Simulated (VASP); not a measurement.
Data:

```yaml
crystal:
  lattice:
    - [-2.29438, 2.29438, 4.24661]
    - [2.29438, -2.29438, 4.24661]
    - [2.29438, 2.29438, -4.24661]
  atoms:
    - { symbol: Ga, position: [0.00000, 0.00000, 0.00000] }
    - { symbol: Hg, position: [0.75000, 0.25000, 0.50000] }
    - { symbol: Hg, position: [0.25000, 0.75000, 0.50000] }
    - { symbol: Hg, position: [0.50000, 0.50000, 0.00000] }
```

The numbers are results of PBEsol GGA, VASP's PBE PAW potentials (set 64) (plane waves; VASP 6.6.1), not measurements. Numerical set-up: 400 eV cut-off, 11×11×11 Γ-centred mesh, tetrahedra with Blöchl corrections, potentials Ga_d Hg.

Unless said otherwise, spin-orbit coupling is left out, though it shifts the bands of the heavy elements here.

Predict the energy per atom (σ→0), band gap (on the k-mesh) with the smallest direct gap where there is one.

| Property | Result |
|---|---|
| band gap (on the k-mesh) | none (metal, semimetal or under 0.01 eV) |
| energy per atom (σ→0) | -1.223 eV/atom |

The structure comes from a computed database's GaHg3 entry (I4/mmm); how it stands against other phases isn't given here. It was relaxed first, which changed the volume by -13 %. The electron count is odd and the run is not spin-polarised, which forces a metal.
